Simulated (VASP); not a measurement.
Crystal: AlN.

```xyz
2
Lattice="0.0000 2.1840 2.1840 2.1840 0.0000 2.1840 2.1840 2.1840 0.0000" Properties=species:S:1:pos:R:3 pbc="T T T"
Al    0.0000    0.0000    0.0000
N     3.2760    3.2760    3.2760
```

Measurements of this composition are mostly on another form, of space group No. 186.

- Program: VASP 6.6.1
- Task: relaxation of cell and atoms
- Functional: PBE
- Potentials or basis: VASP PAW PBE potentials, release 64 (Al, N)
- Cutoff: 700 eV
- k mesh: 12 × 12 × 12
- Occupations: gaussian, width 0.02 eV
- Spin: no spin polarisation

At the start: pressure 4.5 GPa; volume 10.42 Å³/atom.

Question: How do energy, volume and symmetry change on relaxing?

Answer: Over 3 steps the energy falls by 3.2 meV/atom and the volume is 10.65 Å³/atom (+2.2 %); space group F-43m (No. 216, to 0.05 Å).

Step by step:
| step | energy change (eV) | largest force (eV/Å) | pressure (GPa) | volume (Å³) |
| --- | --- | --- | --- | --- |
| 1 | 0.0000 | 0.0000 | 4.49 | 20.83 |
| 2 | -0.0012 | 0.0000 | -3.71 | 21.73 |
| 3 | -0.0064 | 0.0000 | 0.00 | 21.30 |

Final structure:
```cif
data_structure
_symmetry_space_group_name_H-M 'P 1'
_symmetry_Int_Tables_number 1
_cell_length_a 3.1114
_cell_length_b 3.1114
_cell_length_c 3.1114
_cell_angle_alpha 60.000
_cell_angle_beta 60.000
_cell_angle_gamma 60.000
_cell_volume 21.30
loop_
_atom_site_label
_atom_site_type_symbol
_atom_site_fract_x
_atom_site_fract_y
_atom_site_fract_z
_atom_site_occupancy
Al1 Al 0.00000 0.00000 0.00000 1
N1 N 0.75000 0.75000 0.75000 1
```
